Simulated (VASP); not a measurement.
VASP runs on Ti (hcp) share one base input (PBE GGA, plane waves, VASP's PBE PAW potentials (set 64)) and change the settings named in each case.

**KPOINTS**
```
Automatic mesh
0
Gamma
13 13 7
0 0 0
```

INCAR:
```
SYSTEM = Ti
PREC = Accurate; ENCUT = 400; LREAL = F
LASPH = T
EDIFF = 1E-6; NELM = 100; ALGO = Normal
LMAXMIX = 4
ISMEAR = 1; SIGMA = 0.1
GGA = PE
ISIF = 2
LWAVE = F; LCHARG = F
```

### POSCAR
```
Ti
1
    1.5045000000    -2.6058700000     0.0000000000
    1.5045000000     2.6058700000     0.0000000000
    0.0000000000     0.0000000000     4.7736000000
Ti
2
Direct
  0.3333330000   0.6666670000   0.2500000000
  0.6666670000   0.3333330000   0.7500000000
```

POTCAR, in this order: Ti_sv (PBE.64 set). Program: vasp_std.

| change | irreducible k-points |
|---|---|
| base run | 84 |
| ISYM = 0 | 592 |
| ISYM = 1 | 84 |
| SYMPREC = 1E-3 | 84 |

Left out are runs that ran out of time, are held back, or changed the cell or the kind of run, fixed moments of cells without a moment, rows past the twelfth, gaps on odd meshes, pressures of charged cells and columns that move by less than the noise.

The compound is Ti in the hcp structure. The cell was not relaxed at this level.
